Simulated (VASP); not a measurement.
BAs (zinc blende): the mBJ gap over mesh and path against the volume, with the cell scaled uniformly; LDA's own equilibrium is at 13.332 Å³/atom. VASP (PAW), 520 eV cut-off, 11×11×11 Γ-centred mesh, Gaussian smearing of 0.050 eV, potentials B As. mBJ is a potential without an energy functional, so only the levels count. Fit the value as a straight line in ln V.

```
V (Å³/atom)  mBJ gap over mesh and path (eV)
-----------  -------------------------------
12.132                                 1.592
12.532                                 1.641
12.932                                 1.687
13.332                                 1.729
13.732                                 1.769
14.132                                 1.806
```

Q: Fit the rows as the text says and predict the value at 11.732.

A: The slope against ln V is 1.40 eV, the volume deformation potential of this gap. The line misses the rows by up to 0.003 and gives 1.548 at 11.732. The run gave 1.541, -0.007 from the line.

Left out are failed runs and those whose mesh is unfit for this quantity.

The compound is BAs in the zinc blende structure.
